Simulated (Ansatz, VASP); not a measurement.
# One calculation of TaV, two programs

```
Ta V
1.0
     1.57390   -2.26066    0.00000
     1.57390    2.26066    0.00000
     0.00000    0.00000    4.25274
Ta V
1 1
Direct
  0.00000 0.00000 0.00000
  0.50000 0.50000 0.50000
```

Change from the starting cell: volume scaled by 0.94.

Alike in both runs: task single point; functional PBE; k mesh 10 × 10 × 6; occupations fermi-dirac, width 0.05 eV; collinear spin, ferromagnetic start.

|  | VASP | Ansatz |
| --- | --- | --- |
| version | VASP 6.6.1 | Ansatz 0.2.0 |
| potentials or method | VASP PAW PBE potentials, release 64 (Ta_pv, V_sv) | Ansatz PAW |
| plane-wave cutoff (eV) | 520 | 420 |
| valence electrons in the cell | 24 | 26 |

Ansatz gave:

| Property | Result |
| --- | --- |
| gap on the k mesh at the Fermi level (eV) | none |
| pressure (GPa) | 12.7 |
| largest component of the traceless stress (GPa) | 0.52 |
| net moment per atom (μB) | 0.00 |

Task: Estimate VASP's values.

Result: gap on the k mesh at the Fermi level (eV): none; pressure (GPa): 12.9; largest component of the traceless stress (GPa): 0.53; net moment per atom (μB): 0.00.

A gap of «none» marks a metal or a gap that the smearing closes. With one functional, cell and mesh, what is left measures potentials, basis and numerics. The two sets of potentials don't hold the same shells in valence.

Caveats: the starting moments weren't kept (Ansatz). The runs have no spin-orbit coupling, so splittings on Ta are missing.
